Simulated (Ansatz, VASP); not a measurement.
## Cross-check of TaAl3 (TaAl3 (I4/mmm)) between VASP and Ansatz

Wanted: the spread between two codes on one cell, functional and k mesh. The cell is taken from a series of runs on this material, whose earlier steps may have relaxed, scaled, displaced or heated it; both programs get it as it stands.

Program: Ansatz 0.2.0. Level of theory: plane waves, with VASP 6.6.1 beside it; relaxation of cell and atoms at r2SCAN. Results are calculated unless marked as measured.

## 1. The structure

It takes space group I4/mmm (No. 139, tetragonal). Conventional cell: a = 3.834 Å, b = 3.834 Å, c = 8.503 Å, α = 90.00°, β = 90.00°, γ = 90.00°. Ta has 12 Al at 2.71 to 2.86 Å nearest. Al has 4 Ta at 2.71 Å and 8 Al at 2.86 Å nearest. Al has 8 Al at 2.71 to 2.86 Å and 4 Ta at 2.86 Å nearest. Farther neighbours are not listed.

As a file:

```xyz
4
Lattice="-1.9171 1.9171 4.2513 1.9171 -1.9171 4.2513 1.9171 1.9171 -4.2513" Properties=species:S:1:pos:R:3 pbc="T T T"
Ta    0.0000    0.0000    0.0000
Al    0.0000    0.0000    4.2513
Al    0.0000    1.9171    2.1256
Al    1.9171    0.0000    2.1256
```

## 2. VASP: relaxation of cell and atoms, r2SCAN

The relaxed volume is the usual yardstick between codes: in a stiff, nearly cubic crystal its relative difference is about their pressure difference at one cell divided by the bulk modulus.

Lines of VASP's logs that name or quote its potential files are left out, and so is its time.

Contents of INCAR:

```
SYSTEM = TaAl3
PREC = Accurate
ENCUT = 550
EDIFF = 1E-07
NELM = 120
ISMEAR = -1
SIGMA = 0.05
LREAL = .FALSE.
ALGO = Normal
METAGGA = R2SCAN
LASPH = .TRUE.
NBANDS = 16
LORBIT = 11
LWAVE = .FALSE.
LCHARG = .FALSE.
ISIF = 3
IBRION = 2
NSW = 80
EDIFFG = -0.005
GGA_COMPAT = .FALSE.
NELMIN = 4
LMIXTAU = .TRUE.
KPAR = 2
```

Contents of POSCAR:

```
TaAl3
1.0
   -1.9171010000      1.9171010000      4.2512960000
    1.9171010000     -1.9171010000      4.2512960000
    1.9171010000      1.9171010000     -4.2512960000
Ta Al
1 3
Direct
    0.0000000000      0.0000000000      0.0000000000
    0.5000000000      0.5000000000      0.0000000000
    0.7500000000      0.2500000000      0.5000000000
    0.2500000000      0.7500000000      0.5000000000
```

Contents of KPOINTS:

```
Automatic mesh
0
Gamma
14 14 14
0 0 0
```

Potentials, in the order of the species: Ta_pv and Al (PBE family, release 64).

Run with:

```sh
$ mpirun -np 2 vasp_std
```

Numbers of over 12 decimals in the logs are rounded to 6 here.

What it wrote:

```text
[banner, memory and clock lines left out]
running    2 mpi-ranks, on    1 nodes
 distrk:  each k-point on    1 cores,    2 groups
 distr:  one band on    1 cores,    1 groups

 POSCAR found type information on POSCAR TaAl
 POSCAR found :  2 types and       4 ions
|                                                                             |
|               ----> ADVICE to this user running VASP <----                  |
|                                                                             |
|     You enforced a specific xc type in the INCAR file but a different       |
|     [... a line on the potential file left out ...]
|     I HOPE YOU KNOW WHAT YOU ARE DOING!                                     |
|                                                                             |

 LDA part: xc-table for (None), standard interpolation
 POSCAR, INCAR and KPOINTS ok, starting setup
 FFT: planning ... GRIDC
 FFT: planning ... GRID_SOFT
 FFT: planning ... GRID
 WAVECAR not read
 entering main loop
       N       E                     dE             d eps       ncg     rms          rms(c)
DAV:   1     0.394867647341E+02    0.39487E+02   -0.10258E+04  7808   0.120E+03
DAV:   2    -0.717018896325E+02   -0.11119E+03   -0.10906E+03 10200   0.260E+02
DAV:   3    -0.740553714479E+02   -0.23535E+01   -0.23299E+01 10440   0.346E+01
DAV:   4    -0.740772362366E+02   -0.21865E-01   -0.21857E-01  9336   0.373E+00
DAV:   5    -0.740776814363E+02   -0.44520E-03   -0.44520E-03 10560   0.529E-01    0.161E+01
DAV:   6    -0.702981320285E+02    0.37795E+01   -0.20863E+00  9656   0.132E+01    0.717E+00
DAV:   7    -0.699721629279E+02    0.32597E+00   -0.36359E-01  8160   0.502E+00    0.222E+00
DAV:   8    -0.702727242672E+02   -0.30056E+00   -0.32460E-01  8232   0.505E+00    0.701E-01
DAV:   9    -0.702838784495E+02   -0.11154E-01   -0.56485E-02  8144   0.198E+00    0.244E-01
DAV:  10    -0.702706119907E+02    0.13266E-01   -0.31161E-02  8392   0.159E+00    0.198E-01
DAV:  11    -0.702823314729E+02   -0.11719E-01   -0.10825E-02  8192   0.897E-01    0.613E-02
DAV:  12    -0.702831372250E+02   -0.80575E-03   -0.88867E-04  9912   0.318E-01    0.247E-02
DAV:  13    -0.702829858772E+02    0.15135E-03   -0.12716E-04  8984   0.825E-02    0.228E-02
DAV:  14    -0.702829864172E+02   -0.53994E-06   -0.89269E-06  8872   0.276E-02    0.179E-02
DAV:  15    -0.702829915691E+02   -0.51519E-05   -0.23198E-05  9304   0.337E-02    0.694E-03
DAV:  16    -0.702829878531E+02    0.37160E-05   -0.46191E-06  9280   0.168E-02    0.797E-03
DAV:  17    -0.702829901678E+02   -0.23147E-05   -0.10792E-06  7960   0.125E-02    0.508E-03
DAV:  18    -0.702829890767E+02    0.10911E-05   -0.91632E-07  8888   0.844E-03    0.182E-03
DAV:  19    -0.702829897489E+02   -0.67218E-06   -0.58707E-08  4128   0.222E-03    0.157E-03
DAV:  20    -0.702829889944E+02    0.75442E-06   -0.15623E-08  4088   0.151E-03    0.507E-04
DAV:  21    -0.702829892465E+02   -0.25210E-06   -0.49528E-09  4032   0.552E-04    0.281E-04
DAV:  22    -0.702829891767E+02    0.69856E-07   -0.10309E-09  4016   0.338E-04
   1 F= -.70282989E+02 E0= -.70280563E+02  d E =-.702830E+02
 curvature:   0.00 expect dE= 0.000E+00 dE for cont linesearch  0.000E+00
 trial: gam= 0.00000 g(F)=  0.697E-50 g(S)=  0.928E-05 ort = 0.000E+00 (trialstep = 0.100E+01)
 search vector abs. value=  0.928E-05
 bond charge predicted
       N       E                     dE             d eps       ncg     rms          rms(c)
DAV:   1    -0.702830060382E+02   -0.16792E-04   -0.54542E-04  9112   0.188E-01    0.242E-02
DAV:   2    -0.702829932251E+02    0.12813E-04   -0.38334E-05  9448   0.455E-02    0.905E-03
DAV:   3    -0.702829928213E+02    0.40373E-06   -0.27082E-06  9984   0.121E-02    0.451E-03
DAV:   4    -0.702829925492E+02    0.27215E-06   -0.16796E-06 10032   0.789E-03    0.177E-03
DAV:   5    -0.702829921331E+02    0.41607E-06   -0.17286E-06  8560   0.108E-02    0.153E-03
DAV:   6    -0.702829927278E+02   -0.59472E-06   -0.32483E-07  7560   0.436E-03    0.829E-04
DAV:   7    -0.702829926777E+02    0.50138E-07   -0.13377E-08  3976   0.933E-04
   2 F= -.70282993E+02 E0= -.70280568E+02  d E =-.350103E-05
 trial-energy change:   -0.000004  1 .order   -0.000003   -0.000009    0.000003
 step:   0.7803(harm=  0.7400)  dis= 0.00000  next Energy=   -70.282993 (dE=-0.385E-05)
 reached required accuracy - stopping structural energy minimisation
```

From OUTCAR (step 2):

```text
ion  position               nearest neighbor table
   1  0.000  0.000  0.000-   2 2.71   2 2.71   2 2.71   2 2.71   4 2.86   3 2.86   4 2.86   4 2.86
                             3 2.86   3 2.86   4 2.86   3 2.86
   2  0.500  0.500  0.000-   1 2.71   1 2.71   1 2.71   1 2.71   4 2.86   3 2.86   4 2.86   3 2.86
                             4 2.86   4 2.86   3 2.86   3 2.86
   3  0.750  0.250  0.500-   4 2.71   4 2.71   4 2.71   4 2.71   2 2.86   1 2.86   2 2.86   1 2.86
                             2 2.86   2 2.86   1 2.86   1 2.86
   4  0.250  0.750  0.500-   3 2.71   3 2.71   3 2.71   3 2.71   2 2.86   1 2.86   2 2.86   2 2.86
                             1 2.86   1 2.86   2 2.86   1 2.86

  LATTYP: Found a body centered tetragonal cell.
 ALAT       =     3.8342020000
 C/A-ratio  =     2.2175649588

 Subroutine GETGRP returns: Found 16 space group operations
 (whereof 16 operations were pure point group operations)

The static configuration has the point symmetry D_4h.

 Found    244 irreducible k-points:

   k-points           NKPTS =    244   k-points in BZ     NKDIM =    244   number of bands    NBANDS=     16

   dimension x,y,z NGX =    40 NGY =   40 NGZ =   40
   dimension x,y,z NGXF=    80 NGYF=   80 NGZF=   80

   ENCUT  =  550.0 eV  40.42 Ry    6.36 a.u.   9.64  9.64  9.64*2*pi/ulx,y,z

   NELECT =      20.0000    total number of electrons

 k-points in reciprocal lattice and weights: Automatic mesh
   0.00000000  0.00000000  0.00000000       0.000
   0.07142857  0.00000000 -0.00000000       0.003
   0.14285714  0.00000000 -0.00000000       0.003
   0.21428571  0.00000000 -0.00000000       0.003
   0.28571429  0.00000000 -0.00000000       0.003
   0.35714286  0.00000000 -0.00000000       0.003
   0.42857143  0.00000000 -0.00000000       0.003
   0.50000000  0.00000000  0.00000000       0.001
   0.07142857  0.07142857  0.00000000       0.003
[...]
-0.42857143 -0.42857143  0.42857143       0.001
   0.50000000  0.50000000  0.50000000       0.000

 average (electrostatic) potential at core
       1 -39.9960       2 -75.0949       3 -74.9354       4 -74.9354

 E-fermi :   8.1094

 k-point     1 :       0.0000    0.0000    0.0000
  band No.  band energies     occupation
    ...
      5       3.9832      2.00000
      6       4.8697      2.00000
      7       5.1629      2.00000
      8       5.7022      2.00000
      9       5.7022      2.00000
     10       8.2373      0.14369
     11       9.4175      0.00000
     12       9.4175      0.00000
     13      10.0579      0.00000
     14      10.2724      0.00000
    ...

 k-point     2 :       0.0714    0.0000   -0.0000
  band No.  band energies     occupation
    ...
      6       4.8638      2.00000
      7       5.1209      2.00000
      8       5.7308      2.00000
      9       5.7502      2.00000
     10       7.9017      1.96908
     11       9.1987      0.00000
     12       9.8136      0.00000
     13       9.9671      0.00000
     14      10.5432      0.00000
     15      13.0480      0.00000
    ...

 k-point     3 :       0.1429    0.0000   -0.0000
  band No.  band energies     occupation
    ...
      6       4.5686      2.00000
      7       5.0673      2.00000
      8       5.8845      2.00000
      9       5.9580      2.00000
     10       7.3738      2.00000
     11       8.7373      0.00001
     12       9.8868      0.00000
     13      10.4904      0.00000
     14      11.2441      0.00000
     15      13.1506      0.00000
    ...

  Total        0.0071051      0.0071051      0.0109420      0.0000000      0.0000000      0.0000000
  in kB        0.1821918      0.1821918      0.2805794      0.0000000      0.0000000      0.0000000
  external PRESSURE =       0.2149877 kB  Pullay stress =       0.0000000 kB

  energy-cutoff  :      550.00
  volume of cell :       62.48
      direct lattice vectors                 reciprocal lattice vectors
    -1.917151845  1.917151845  4.249882653     0.000000000  0.260803546  0.117650307
     1.917151845 -1.917151845  4.249882653     0.260803546  0.000000000  0.117650307
     1.917151845  1.917151845 -4.249882653     0.260803546  0.260803546  0.000000000

 POSITION                                       TOTAL-FORCE (eV/Angst)
 -----------------------------------------------------------------------------------
      0.00000      3.83430      0.00000         0.000000      0.000000     -0.000000
      1.91715      1.91715      0.00000         0.000000      0.000000     -0.000000
     -0.00000      1.91715      2.12494         0.000000     -0.000000     -0.000000
      1.91715     -0.00000      2.12494        -0.000000     -0.000000      0.000000
 -----------------------------------------------------------------------------------
    total drift:                               -0.000000     -0.000000      0.000000

  FREE ENERGIE OF THE ION-ELECTRON SYSTEM (eV)
  ---------------------------------------------------
  free  energy   TOTEN  =       -70.2829926777 eV

  energy  without entropy=      -70.2781442313  energy(sigma->0) =      -70.28056845

 reached required accuracy - stopping structural energy minimisation

 total charge
# of ion       s       p       d       tot
------------------------------------------
    1        0.290   6.141   2.541   8.972
    2        0.437   0.409   0.000   0.846
    3        0.390   0.432   0.000   0.822
    4        0.390   0.432   0.000   0.822
--------------------------------------------------
tot          1.508   7.413   2.541  11.462

[... 3 further parts left out ...]
```

The run keeps the 16 symmetry operations of its start, so it cannot find a distortion of lower symmetry.

## 3. Ansatz: relaxation of cell and atoms, r2SCAN

Ansatz runs on its PAW soft_1 files.

The same cell, functional, mesh and smearing now go to Ansatz.

Contents of input.yaml:

```yaml
crystal:
  lattice:
    - [-1.9171009, 1.9171009, 4.251296]
    - [1.9171009, -1.9171009, 4.251296]
    - [1.9171009, 1.9171009, -4.251296]
  atoms:
    - { symbol: Ta, position: [0.0, 0.0, 0.0] }
    - { symbol: Al, position: [0.5, 0.5, 0.0] }
    - { symbol: Al, position: [0.75, 0.25, 0.5] }
    - { symbol: Al, position: [0.25, 0.75, 0.5] }
basis:
  ecutwfc: 500
  xc_grid: 2
hamiltonian:
  xc: r2scan
  pseudopotentials: { kind: paw, azcp: { folder: soft_1 } }
kpoints:
  mp_grid: { grid: [14, 14, 14] }
scf:
  occupations: { method: fermi_dirac, width: 0.05 }
  max_iter: 150
output:
  forces: true
  stress: true
relax:
  f_tol: 0.01
  max_steps: 60
  cell: {}
checkpoint:
  write: "../r2scan.run"
  compress: false
  write_wavefunctions: false
  write_every: 100000
```

Run with:

```sh
$ ansatz run input.yaml --threads 4 --pin off --max-ram 6594MiB --backend cpu --events-out ev --progress --plain --runs-dir out
```

What it wrote:

```text
Engine: ansatz 0.2.0, aarch64-unknown-linux-gnu
Pseudopotentials: kind: paw
Pseudopotential: Ta, paw, valence charge 13, recommended cutoff 500 eV (meta_gga), soft_1/Ta.paw.azcp
Pseudopotential: Al, paw, valence charge 3, recommended cutoff 500 eV (meta_gga), soft_1/Al.paw.azcp
Functional definition: r2SCAN
  parameter k0 = 0.174
  parameter k1 = 0.065
  parameter a1 = 4.9479
  exchange = r2scan_x(k0 = k0, k1 = k1, a1 = a1)
  correlation = r2scan_c
Crystal: 4 atoms, lattice volume = 62.499 Å³
Basis set: ecut = 500 eV, 1555 PW (Γ), exchange–correlation on 80×80×80 points (8 copies of the dense FFT grid, shifted against one another)
Bands: 15, of which v1, the nominal top of the filled ones, is band 11 counted from 1 (10 counted from 0)
Symmetry: 16 space group operations
Space group: I4/mmm (ITA 139), of the structure as read, at distance tolerance 4.0e-5 Å
k-points: 244 of 2744
Non-local potential: Ta, projectors of the file, l = 0: 3, l = 1: 2, l = 2: 2, l = 3: 1
Non-local potential: Al, projectors of the file, l = 0: 2, l = 1: 2, l = 2: 1
PAW form: soft (Blöchl's): semilocal exchange-correlation on the pseudo side does not see the compensation charge
PAW frozen core: Ta, regenerated for the run's functional (the file was generated under x = pbe(κ = 0.804, μ = 0.219515), c = pbe(β = 0.066725))
PAW frozen core: Al, regenerated for the run's functional (the file was generated under x = pbe(κ = 0.804, μ = 0.219515), c = pbe(β = 0.066725))
PAW one-centre angular grid: Ta, 590 points (default); XC on 160 Gauss nodes
PAW one-centre angular grid: Al, 302 points (default); XC on 160 Gauss nodes
Initial density: superposition of atomic densities (chi_scale 0.1, normalization cell, long waves kept (reshape's long-wave potential 0.00 eV rms))
Initial wavefunctions: pseudopotential atomic-orbital guess
Functional: x = r2scan, c = r2scan; τ floored in thin density (d = 2e-4 eV/Å³)
SCF iter   1: F=—  HF=-11567.835889 eV  |F-HF|=—  |Δ(HF+E_count)|=         —  Δρ=3.42e-2  dr2=7.65e-1  dr2_τ=3.41e-2  ethr=3.10e-3  ⟨swp⟩=5.9  Hψ=21479  notcnv=0
preconditioner: auto → Kerker (q_TF=auto, 2.293 Å⁻¹)  [metal: Δε(μ)=0.033 eV  Ē_g=6.571 eV  σ=0.050 eV  W_gap=0.16  n_scr=10 (ndim 8)  ℏωp=17.6 eV  f_vac=0.000  D(μ)=0.56/eV (n_scr^D=0)]
SCF iter   2: F=—  HF=-11567.922827 eV  |F-HF|=—  |Δ(HF+E_count)|=   8.69e-2  Δρ=2.31e-2  dr2=3.37e-1  dr2_τ=3.83e-3  ethr=3.10e-3  ⟨swp⟩=2.0  Hψ=6493  notcnv=0
SCF iter   3: F=—  HF=-11567.887672 eV  |F-HF|=—  |Δ(HF+E_count)|=   3.52e-2  Δρ=2.25e-3  dr2=5.59e-3  dr2_τ=1.49e-3  ethr=1.53e-3  ⟨swp⟩=3.0  Hψ=7045  notcnv=0
SCF iter   4: F=—  HF=-11567.886201 eV  |F-HF|=—  |Δ(HF+E_count)|=   1.47e-3  Δρ=8.66e-4  dr2=2.36e-4  dr2_τ=1.72e-4  ethr=2.54e-5  ⟨swp⟩=2.0  Hψ=5047  notcnv=0
SCF iter   5: F=—  HF=-11567.886289 eV  |F-HF|=—  |Δ(HF+E_count)|=   8.83e-5  Δρ=2.13e-4  dr2=2.11e-5  dr2_τ=1.19e-6  ethr=1.07e-6  ⟨swp⟩=2.2  Hψ=5114  notcnv=0
SCF iter   6: F=—  HF=-11567.886293 eV  |F-HF|=—  |Δ(HF+E_count)|=   4.21e-6  Δρ=3.61e-5  dr2=8.03e-7  dr2_τ=3.24e-8  ethr=9.60e-8  ⟨swp⟩=2.0  Hψ=5250  notcnv=0
SCF iter   7: F=-11567.886294 eV  HF=-11567.886294 eV  |F-HF|=3.50e-9  |Δ(HF+E_count)|=   3.39e-7  Δρ=4.84e-6  dr2=1.52e-8  dr2_τ=3.32e-10  ethr=4.55e-10  ⟨swp⟩=4.5  Hψ=12915  notcnv=0
SCF 1 converged in 7 iterations: F = -11567.886294 eV  dr2 = 1.52e-8
  greatest PAW one-centre occupation: 0.999 electrons in one spin orbital (limit 2), on the Ta atom at site 0 (counted from 0), in its partial waves of l = 0
relax step   1: F+E_penalty+E_count = -11567.88629383 eV  Δ(F+E_penalty+E_count) = +0.000e0 eV  max|allowed force component| = 9.541e-18 eV/Å  Δτ_max = 0.0000 Å  P = +0.144 GPa  Ω = 62.499 Å³  (7 SCF iters, dr2 threshold 1.00e-7 eV, accepted)
[...]
relax step   2: F+E_penalty+E_count = -11567.88629719 eV  Δ(F+E_penalty+E_count) = -3.360e-6 eV  max|allowed force component| = 7.806e-18 eV/Å  Δτ_max = 0.0000 Å  P = -0.108 GPa  Ω = 62.609 Å³  energy of the carried Pulay correction = -9.620e-6 eV  (4 SCF iters, dr2 threshold 6.34e-8 eV, accepted)
[...]
relax step   3: F+E_penalty+E_count = -11567.88631736 eV  Δ(F+E_penalty+E_count) = -2.017e-5 eV  max|allowed force component| = 2.602e-18 eV/Å  Δτ_max = 0.0000 Å  P = +0.000 GPa  Ω = 62.561 Å³  energy of the carried Pulay correction = -5.510e-6 eV  (4 SCF iters, dr2 threshold 3.48e-8 eV, accepted)
[...]
relax step   4: F+E_penalty+E_count = -11567.88632296 eV  Δ(F+E_penalty+E_count) = -5.599e-6 eV  max|allowed force component| = 5.204e-18 eV/Å  Δτ_max = 0.0000 Å  P = +0.000 GPa  Ω = 62.561 Å³  stress off target by 6.31e-3 GPa  SCF on the basis re-selected at this cell (its energy is not comparable with the rows above)  (4 SCF iters)
basis re-selected at this cell: Δ(F+E_penalty+E_count) = -5.599e-6 eV, ΔP = +0.000 GPa vs the last step (what re-selecting the basis moved, of the pressure what is left beyond the Pulay correction that the steps carried, after the strain that the cell walked since its last selection, with what the two solves' SCF thresholds leave and, on support functions, any second-order correction that the steps lacked; it is no m [...]
SCF converged after 4 iterations
Free energy (F): -11567.886323 eV
Harris-Foulkes:  -11567.886323 eV  (|F-HF|=1.64e-11)
Internal energy: -11567.881468 eV  (E = F + TS)
E sigma→0 (E₀):  -11567.883895 eV
Entropy (-TS):   -0.004855 eV (-1.214 meV/atom)
Fermi energy:    11.812173 eV
--- Per-component energies (eV) ---
  E_band       = -150.330497
  E_kinetic    = 467.951488
  E_local      = -955.903053  (includes V_loc(G=0)·N_el)
  E_nonlocal   = 18.271924
  E_hartree    = 387.224831
  E_xc         = -412.810392
  E_vxc        = -357.111657  (∫ρ·V_xc dr)
  E_paw        = -9758.077452  (= ΣΔE_a)
  E_vpaw       = -114.760305  (= ΣTr[D̂ρ^β])
  E_aug_tail   = 0.000058  (compensation charges beyond the density's cutoff)
  E_vtau       = 16.771389  (kinetic-family band-sum trace: ∫τ·v_τ [+ j·A + Jᵃ·Aᵃ] dr)
  E_ewald      = -1313.602010
  E_core_change = -0.936862  (= ΣΔE_core)
  E_smearing   = -0.004855  (= −TS)
  E_closure    = 0.000000  (closes the sum)
  Σ components = -11567.886323   (vs F -11567.886323, Δ=0.00e0)
--- Forces (eV/Å), atoms counted from 1 ---
  atom   1  Ta     0.00000000     0.00000000     0.00000000
  atom   2  Al     0.00000000     0.00000000    -0.00000000
  atom   3  Al     0.00000000     0.00000000     0.00000000
  atom   4  Al    -0.00000000     0.00000000     0.00000000
  max |Σ_I F_I| component: 1.04e-17 eV/Å
--- Stress (GPa, compression-positive) ---
       -0.002962       0.000000      -0.000000
        0.000000      -0.002962      -0.000000
        0.000000      -0.000000       0.006309
  P = ⅓ Tr σ = 0.0001 GPa (0.001 kbar)
--- Relaxed structure (3 steps of the walk, 3 accepted, 1 SCFs on fresh bases) ---
  F+E_penalty+E_count = -11567.88632296 eV   max|allowed force component| = 5.204e-18 eV/Å   (the final SCF, on the basis selected at the relaxed cell)
  cell:  # Å, volume = 62.5612 Å³
    - [-1.917873, 1.917873, 4.252123]
    - [1.917873, -1.917873, 4.252123]
    - [1.917873, 1.917873, -4.252123]
  atoms:
    - { symbol: Ta, position: [0, 0, 0] }
    - { symbol: Al, position: [0.5, 0.5, 0] }
    - { symbol: Al, position: [0.75, 0.250000, 0.5] }
    - { symbol: Al, position: [0.250000, 0.75, 0.5] }
```

## 4. Side by side

Known differences besides the potentials themselves: VASP keeps PBE cores, Ansatz makes them for the functional; the data sets hold 22 valence electrons in Ansatz (on its PAW soft_1 files) and 20 in VASP; the cutoff is 500 eV in Ansatz and 550 eV in VASP; Ansatz adds a Pulay correction to the stress that steers its cell, VASP none. Total energies have different zeros and are not compared.

The two programs side by side:

```tsv
quantity	Ansatz	VASP	difference
volume (Å³)	62.56	62.48	+0.13 %
edge a after relaxation, in the typed setting (Å)	5.043	5.041	+0.05 %
```

## 5. Outcome

| Property | Result |
| --- | --- |
| difference in volume (relaxation of cell and atoms, r2SCAN) | 0.13 % |

The difference in volume is 0.13 % (relaxation of cell and atoms, r2SCAN), within the 1.2 % picked in this series as the mark of a large difference, as far as the stopping tolerances let one tell. The data sets hold unlike numbers of valence electrons (22 in Ansatz and 20 in VASP), so part of the differences comes from the potentials. How closely two codes agree says nothing of how well the functional describes the real material.

[Lines on the potential files, build, host, timing and source positions are cut from VASP's logs without a mark.]

[Logs are printed without paths, hosts, clocks, repeated set-up lines and the standing remarks that a program may print on its own settings, such as how far it seeks lower states.]

[Hosts, paths, dates, database ids (printed as entryN), source tags and the programs' standing remarks are cut or masked in the printed files.]
